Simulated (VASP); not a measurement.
OSZICAR of a VASP run on MgO:

File OSZICAR:
```
       N       E                     dE             d eps       ncg     rms          rms(c)
DAV:   1    -0.957942455702E+02   -0.95794E+02   -0.41572E-05   620   0.692E-02    0.289E-03
DAV:   2    -0.957942577302E+02   -0.12160E-04   -0.59292E-06   711   0.209E-02    0.293E-03
DAV:   3    -0.957942269187E+02    0.30812E-04   -0.16385E-06   520   0.136E-02    0.175E-03
DAV:   4    -0.957942795781E+02   -0.52659E-04   -0.34633E-06   524   0.194E-02    0.539E-04
DAV:   5    -0.957942379505E+02    0.41628E-04   -0.28822E-06   516   0.172E-02    0.110E-03
DAV:   6    -0.957942415306E+02   -0.35801E-05   -0.14136E-06   500   0.119E-02    0.338E-04
DAV:   7    -0.957942333541E+02    0.81765E-05   -0.11883E-06   484   0.112E-02    0.346E-04
DAV:   8    -0.957942249773E+02    0.83768E-05   -0.56131E-07   396   0.755E-03    0.174E-04
DAV:   9    -0.957942237346E+02    0.12427E-05   -0.15405E-07   380   0.395E-03    0.969E-05
DAV:  10    -0.957942241989E+02   -0.46434E-06   -0.19923E-07   380   0.476E-03
   1 F= -.95794224E+02 E0= -.95794224E+02  d E =-.939018E-15
```

Which electronic solver shows in the log?

It is blocked Davidson (ALGO = Normal, or the opening steps of other solvers). The INCAR had ALGO = Normal.

Can the final energy be trusted as converged?

The run converged. It stopped with EDIFF = 1E-6, NELM = 100 (r2SCAN meta-GGA, plane waves, VASP's PBE PAW potentials (set 64)).

The cell is a thin slab with vacuum, built from MgO (rock salt): (100) face.
